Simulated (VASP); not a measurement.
The system is TiO2.

```xyz
6
Lattice="4.6448 0.0000 0.0000 0.0000 4.6448 0.0000 0.0000 0.0000 2.9669" Properties=species:S:1:pos:R:3 pbc="T T T"
Ti    2.3224    2.3224    0.0000
Ti    0.0000    0.0000    1.4835
O     3.2280    3.2280    1.4835
O     3.7392    0.9056    0.0000
O     0.9056    3.7392    0.0000
O     1.4168    1.4168    1.4835
```

The cell is a database's computed one.

Base run:

```yaml
Program: VASP 6.6.1
Functional: PBE
Potentials_or_basis: VASP PAW PBE potentials, release 64 (Ti_sv, O)
Cutoff: 450 eV
k_mesh: 8 × 8 × 12
Occupations: gaussian, width 0.02 eV
Spin: no spin polarisation
```

Its results: band gap on the k mesh 1.83 eV, direct; largest force 0.007 eV/Å.

**Question.** After a change of settings the same cell gave: band gap on the k mesh 2.19 eV, direct; largest force 0.043 eV/Å. Which change was it?
A. cutoff from 450 eV to 600 eV
B. functional from PBE to LDA; potentials or basis from VASP PAW PBE potentials, release 64 (Ti_sv, O) to VASP PAW LDA potentials, release 64 (Ti_sv, O)
C. functional from PBE to r2SCAN

**Answer.** C.

r2SCAN gives the wider gap, since meta-GGAs in the generalised Kohn-Sham scheme recover part of the derivative discontinuity.

Caveats: the PAW data sets were made with another functional, which shifts forces and pressure a little (some runs).
